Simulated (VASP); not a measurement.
A convergence study with VASP on CdSe (zinc blende): one setting is varied, all else stays as given below, so the limit is that of these other settings.

```
CELL_PARAMETERS angstrom
      0.00000     3.02500     3.02500
      3.02500     0.00000     3.02500
      3.02500     3.02500     0.00000
ATOMIC_POSITIONS crystal
  Cd 0.00000 0.00000 0.00000
  Se 0.25000 0.25000 0.25000
```

The numbers are results of PBE GGA, VASP's PBE PAW potentials (set 64) (plane waves; VASP 6.6.1), not measurements. The tightest run used: 550 eV cut-off, 17×17×17 Γ-centred mesh, tetrahedra with Blöchl corrections, potentials Cd Se.

Gaps are read on the run's mesh, which can miss a band edge.

Problem. The settings run are 3×3×3 mesh; 4×4×4 mesh; 5×5×5 mesh; 6×6×6 mesh; 7×7×7 mesh; 8×8×8 mesh; 9×9×9 mesh; 10×10×10 mesh; 11×11×11 mesh; 12×12×12 mesh; 13×13×13 mesh; 14×14×14 mesh; 15×15×15 mesh; 16×16×16 mesh; 17×17×17 mesh. From which on does the stress (every component) stay within 0.5 GPa of the tightest run?

Solution. From 4×4×4 mesh on: it is off by 0.21 there and by no more than 0.5 in any finer run, while 3×3×3 mesh is off by 0.86.
```tsv
setting	E (eV/atom)	pressure (GPa)	gap on the mesh (eV)	irreducible k-points	difference judged (GPa)
3×3×3 mesh	-2.6163	4.97	0.598	4	0.86
4×4×4 mesh	-2.6980	4.32	0.628	8	0.21
5×5×5 mesh	-2.7162	4.16	0.638	10	0.06
6×6×6 mesh	-2.7210	4.12	0.641	16	0.01
7×7×7 mesh	-2.7226	4.11	0.642	20	0.00
8×8×8 mesh	-2.7231	4.11	0.643	29	0.00
9×9×9 mesh	-2.7233	4.11	0.643	35	0.00
10×10×10 mesh	-2.7234	4.11	0.643	47	0.00
11×11×11 mesh	-2.7235	4.11	0.643	56	0.00
12×12×12 mesh	-2.7235	4.11	0.643	72	0.00
13×13×13 mesh	-2.7235	4.11	0.643	84	0.00
14×14×14 mesh	-2.7235	4.11	0.643	104	0.00
15×15×15 mesh	-2.7235	4.11	0.643	120	0.00
16×16×16 mesh	-2.7235	4.11	0.643	145	0.00
17×17×17 mesh	-2.7235	4.11	0.643	165	0.00
```

Left out are rungs that failed or repeat a setting and relaxations that didn't move; long series are thinned to 24 rows.

The compound is CdSe in the zinc blende structure, whereas wurtzite is the usual form. The cell was not relaxed at this level.
